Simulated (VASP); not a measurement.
Level of theory: r2SCAN meta-GGA, VASP's PBE PAW potentials (set 64) (plane waves; VASP).

A VASP calculation is set up with these files.

### POSCAR
```
FeSi
1.0
  2.8046871964  -0.0000000767   0.0000000000
 -1.4023432218   2.4289303353   0.0000000000
  0.0000000000   0.0000000000   3.4621304551
Fe Si
1 1
Cartesian
  1.4023439746   2.4289302586   0.0000000000
  1.4023451260   0.8096425843   1.7310652276
```

**INCAR**
```
SYSTEM = FeSi
PREC = Accurate
ENCUT = 400
EDIFF = 1E-6
NELM = 100
ALGO = Normal
LREAL = .FALSE.
LASPH = .TRUE.
ISMEAR = 1
SIGMA = 0.1
METAGGA = R2SCAN
LMIXTAU = .TRUE.
LMAXMIX = 4
ISPIN = 2
MAGMOM = 1.9 -0.0
LORBIT = 10
LWAVE = .FALSE.
LCHARG = .FALSE.
IBRION = 2
ISIF = 3
NSW = 60
EDIFFG = -0.01
```

### KPOINTS
```
kpoints
0
Gamma
13 13 10
```

POTCAR, in this order: Fe Si (PBE.64 set). Program: vasp_std.

The resulting files:

### OSZICAR
```
       N       E                     dE             d eps       ncg     rms          rms(c)
DAV:   1     0.248629017566E+02    0.24863E+02   -0.48978E+03  5736   0.946E+02
DAV:   2    -0.248311512138E+02   -0.49694E+02   -0.45257E+02  5580   0.184E+02
DAV:   3    -0.264501226460E+02   -0.16190E+01   -0.15840E+01  6655   0.410E+01
DAV:   4    -0.264768371280E+02   -0.26714E-01   -0.26687E-01  6492   0.477E+00
DAV:   5    -0.264773944968E+02   -0.55737E-03   -0.55734E-03  6853   0.724E-01    0.163E+01
DAV:   6    -0.268344894410E+02   -0.35709E+00   -0.54493E+01  6323   0.125E+02    0.181E+01
DAV:   7    -0.232650917877E+02    0.35694E+01   -0.23569E+01  6501   0.759E+01    0.418E+00
DAV:   8    -0.233201806358E+02   -0.55089E-01   -0.43168E-01  6707   0.603E+00    0.290E+00
DAV:   9    -0.233557212268E+02   -0.35541E-01   -0.10540E-01  7318   0.465E+00    0.144E+00
DAV:  10    -0.233648372551E+02   -0.91160E-02   -0.41291E-02  7674   0.278E+00    0.625E-01
DAV:  11    -0.233648721386E+02   -0.34883E-04   -0.78237E-03  7606   0.127E+00    0.207E-01
DAV:  12    -0.233659646054E+02   -0.10925E-02   -0.18252E-03  7644   0.625E-01    0.928E-02
DAV:  13    -0.233661069176E+02   -0.14231E-03   -0.13769E-04  7420   0.126E-01    0.419E-02
DAV:  14    -0.233661484185E+02   -0.41501E-04   -0.53806E-05  7154   0.757E-02    0.176E-02
DAV:  15    -0.233661549541E+02   -0.65356E-05   -0.15614E-05  7411   0.515E-02    0.554E-03
DAV:  16    -0.233661520823E+02    0.28718E-05   -0.14931E-06  3680   0.170E-02    0.286E-03
DAV:  17    -0.233661507925E+02    0.12897E-05   -0.42566E-07  2880   0.944E-03    0.842E-04
DAV:  18    -0.233661510063E+02   -0.21379E-06   -0.90173E-08  2871   0.328E-03
   1 F= -.23366151E+02 E0= -.23365969E+02  d E =-.233662E+02  mag=     1.7407
       N       E                     dE             d eps       ncg     rms          rms(c)
DAV:   1    -0.233750690709E+02   -0.89183E-02   -0.23973E-01  6468   0.753E+00    0.845E-01
DAV:   2    -0.233761302213E+02   -0.10612E-02   -0.12896E-01  6440   0.632E+00    0.905E-01
DAV:   3    -0.233683332400E+02    0.77970E-02   -0.41053E-02  6422   0.358E+00    0.202E-01
DAV:   4    -0.233683378967E+02   -0.46568E-05   -0.84454E-04  6565   0.295E-01    0.121E-01
DAV:   5    -0.233682495437E+02    0.88353E-04   -0.17035E-04  6869   0.195E-01    0.297E-02
DAV:   6    -0.233682483973E+02    0.11464E-05   -0.16502E-05  6885   0.559E-02    0.136E-02
DAV:   7    -0.233682489336E+02   -0.53635E-06   -0.28392E-06  5262   0.224E-02
   2 F= -.23368249E+02 E0= -.23368264E+02  d E =-.209793E-02  mag=     1.7077
       N       E                     dE             d eps       ncg     rms          rms(c)
DAV:   1    -0.233682793208E+02   -0.30924E-04   -0.84119E-04  6450   0.448E-01    0.499E-02
DAV:   2    -0.233682839679E+02   -0.46471E-05   -0.46285E-04  6474   0.378E-01    0.534E-02
DAV:   3    -0.233682545348E+02    0.29433E-04   -0.14231E-04  6427   0.211E-01    0.120E-02
DAV:   4    -0.233682564947E+02   -0.19599E-05   -0.26731E-06  5231   0.167E-02    0.714E-03
DAV:   5    -0.233682557994E+02    0.69530E-06   -0.65147E-07  2811   0.131E-02
   3 F= -.23368256E+02 E0= -.23368284E+02  d E =-.210479E-02  mag=     1.7066
       N       E                     dE             d eps       ncg     rms          rms(c)
DAV:   1    -0.233738054996E+02   -0.55490E-02   -0.17883E-01  6386   0.551E+00    0.590E-01
DAV:   2    -0.233724636781E+02    0.13418E-02   -0.57228E-02  6597   0.425E+00    0.600E-01
DAV:   3    -0.233696858933E+02    0.27778E-02   -0.17672E-02  6485   0.232E+00    0.175E-01
DAV:   4    -0.233696477304E+02    0.38163E-04   -0.64047E-04  6216   0.268E-01    0.913E-02
DAV:   5    -0.233696186006E+02    0.29130E-04   -0.11397E-04  7796   0.175E-01    0.243E-02
DAV:   6    -0.233696263528E+02   -0.77523E-05   -0.85304E-06  6920   0.288E-02    0.115E-02
DAV:   7    -0.233696280375E+02   -0.16846E-05   -0.36623E-06  5939   0.272E-02    0.400E-03
DAV:   8    -0.233696292004E+02   -0.11629E-05   -0.23604E-07  2823   0.567E-03    0.207E-03
DAV:   9    -0.233696293087E+02   -0.10824E-06   -0.72739E-08  2808   0.286E-03
   4 F= -.23369629E+02 E0= -.23369681E+02  d E =-.137351E-02  mag=     1.7085
       N       E                     dE             d eps       ncg     rms          rms(c)
DAV:   1    -0.233700189312E+02   -0.38973E-03   -0.14015E-02  6395   0.153E+00    0.165E-01
DAV:   2    -0.233698783699E+02    0.14056E-03   -0.42982E-03  6561   0.116E+00    0.166E-01
DAV:   3    -0.233696898906E+02    0.18848E-03   -0.13379E-03  6497   0.639E-01    0.491E-02
DAV:   4    -0.233696984780E+02   -0.85874E-05   -0.51751E-05  6239   0.765E-02    0.259E-02
DAV:   5    -0.233696962760E+02    0.22020E-05   -0.90746E-06  6541   0.495E-02    0.692E-03
DAV:   6    -0.233696983035E+02   -0.20275E-05   -0.63529E-07  2943   0.828E-03    0.349E-03
DAV:   7    -0.233696985504E+02   -0.24689E-06   -0.39611E-07  2808   0.969E-03
   5 F= -.23369699E+02 E0= -.23369752E+02  d E =-.144275E-02  mag=     1.7106
       N       E                     dE             d eps       ncg     rms          rms(c)
DAV:   1    -0.233711288307E+02   -0.14305E-02   -0.30734E-02  6393   0.320E+00    0.366E-01
DAV:   2    -0.233713237648E+02   -0.19493E-03   -0.27961E-02  6477   0.295E+00    0.412E-01
DAV:   3    -0.233697440250E+02    0.15797E-02   -0.82522E-03  6440   0.160E+00    0.756E-02
DAV:   4    -0.233697209429E+02    0.23082E-04   -0.10908E-04  6123   0.943E-02    0.430E-02
DAV:   5    -0.233697089618E+02    0.11981E-04   -0.27063E-05  6880   0.799E-02    0.953E-03
DAV:   6    -0.233697097705E+02   -0.80878E-06   -0.97020E-07  3067   0.133E-02
   6 F= -.23369710E+02 E0= -.23369733E+02  d E =-.112202E-04  mag=     1.7136
       N       E                     dE             d eps       ncg     rms          rms(c)
DAV:   1    -0.233701080326E+02   -0.39907E-03   -0.72597E-03  6413   0.155E+00    0.178E-01
DAV:   2    -0.233701775545E+02   -0.69522E-04   -0.65784E-03  6474   0.143E+00    0.200E-01
DAV:   3    -0.233697839279E+02    0.39363E-03   -0.19549E-03  6440   0.780E-01    0.374E-02
DAV:   4    -0.233697852450E+02   -0.13170E-05   -0.26283E-05  6143   0.466E-02    0.209E-02
DAV:   5    -0.233697790040E+02    0.62410E-05   -0.63971E-06  6067   0.385E-02    0.445E-03
DAV:   6    -0.233697785944E+02    0.40966E-06   -0.25572E-07  3018   0.694E-03
   7 F= -.23369779E+02 E0= -.23369818E+02  d E =-.800440E-04  mag=     1.7120
```

File OUTCAR:
```
------------------------ aborting loop because EDIFF is reached ----------------------------------------
  FORCE on cell =-STRESS in cart. coord.  units (eV):
  Direction    XX          YY          ZZ          XY          YZ          ZX
  --------------------------------------------------------------------------------------
  Total        0.0045499      0.0045499      0.0024137      0.0000000      0.0000000     -0.0000000
  in kB        0.3092123      0.3092122      0.1640351      0.0000000      0.0000000     -0.0000000
  external PRESSURE =       0.2608199 kB  Pullay stress =       0.0000000 kB
  volume of cell :       23.58
      direct lattice vectors                 reciprocal lattice vectors
     2.825580358 -0.000000075  0.000000000     0.353909600  0.204329750 -0.000000000
    -1.412789797  2.447024341 -0.000000000     0.000000011  0.408659611 -0.000000000
     0.000000000  0.000000000  3.409676282    -0.000000000  0.000000000  0.293282974
 POSITION                                       TOTAL-FORCE (eV/Angst)
 -----------------------------------------------------------------------------------
      0.00000     -0.00000      0.00000         0.000000     -0.000000      0.000000
      1.41279      0.81567      1.70484        -0.000000      0.000000      0.000000
 -----------------------------------------------------------------------------------
    total drift:                               -0.000018      0.000013     -0.000000
  FREE ENERGIE OF THE ION-ELECTRON SYSTEM (eV)
  ---------------------------------------------------
  free  energy   TOTEN  =       -23.3697785944 eV

  energy  without entropy=      -23.3698963582  energy(sigma->0) =      -23.36981785

 total charge

# of ion       s       p       d       tot
------------------------------------------
    1        0.435   0.604   6.466   7.505
    2        0.754   0.898   0.000   1.652
--------------------------------------------------
tot          1.189   1.502   6.466   9.157

 magnetization (x)

# of ion       s       p       d       tot
------------------------------------------
    1        0.018   0.006   1.826   1.850
    2       -0.007  -0.035   0.000  -0.042
--------------------------------------------------
tot          0.011  -0.029   1.826   1.808

 reached required accuracy - stopping structural energy minimisation
```
(Selected blocks of OUTCAR.)

File CONTCAR:
```
FeSi
   1.00000000000000
     2.8255803578015870   -0.0000000745976987    0.0000000000000000
    -1.4127897973813850    2.4470243413371531   -0.0000000000000000
     0.0000000000000000    0.0000000000000000    3.4096762816258481
  Fe              Si
     1     1
Direct
     0.0000000000000000    0.0000000000000000    0.0000000000000000
     0.6666669999999968    0.3333330000000032    0.5000000000000000
```

The structure was generated: FeSi was put into the WC type (P-6m2), which need not be its known phase. This run relaxes it. Symmetry was kept, so distortions that lower it aren't found. The start is the result of an earlier pass.
